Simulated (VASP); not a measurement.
Calculation: PBEsol GGA, VASP's PBE PAW potentials (set 64) (plane waves; VASP).

A VASP calculation is set up with these files.

POSCAR:
```
SrCl2
4.9055780
  0.0000000000   0.7053412333   0.7088679395
  0.7053412333   0.0000000000   0.7088679395
  0.7053412333   0.7053412333   0.0000000000
Sr Cl
1 2
Cartesian
  0.0000000000   0.0000000000   0.0000000000
  0.3526706167   0.3526706167   0.3544339697
  1.0580118500   1.0580118500   1.0633019092
```

### INCAR
```
# general
SYSTEM  = SrCl2
PREC    = Accurate
ENCUT   = 480
LREAL   = .FALSE.
LASPH   = .TRUE.

# electronic loop
EDIFF   = 1E-7
NELM    = 100
ALGO    = Normal
LMAXMIX = 4

# smearing
ISMEAR  = 0
SIGMA   = 0.05

# functional
GGA     = PS

# ions
ISIF    = 2

# output
LWAVE   = .FALSE.
LCHARG  = .FALSE.
```

### KPOINTS
```
Automatic mesh
0
Gamma
6 6 6
0 0 0
```

POTCAR, in this order: Sr_sv Cl (PBE.64 set). Program: vasp_std.

Q: What will the output report for the number of irreducible k-points (NKPTS), number of bands (NBANDS), largest plane-wave count, number of space-group operations, FFT grid (NGX, NGY, NGZ)?

A: 
- number of irreducible k-points (NKPTS) = 30
- number of bands (NBANDS) = 16
- largest plane-wave count = 2020
- number of space-group operations = 16
- FFT grid (NGX, NGY, NGZ) = 36 × 36 × 36

The compound is SrCl2 in the fluorite structure. This cell was strained or had an atom moved on purpose.
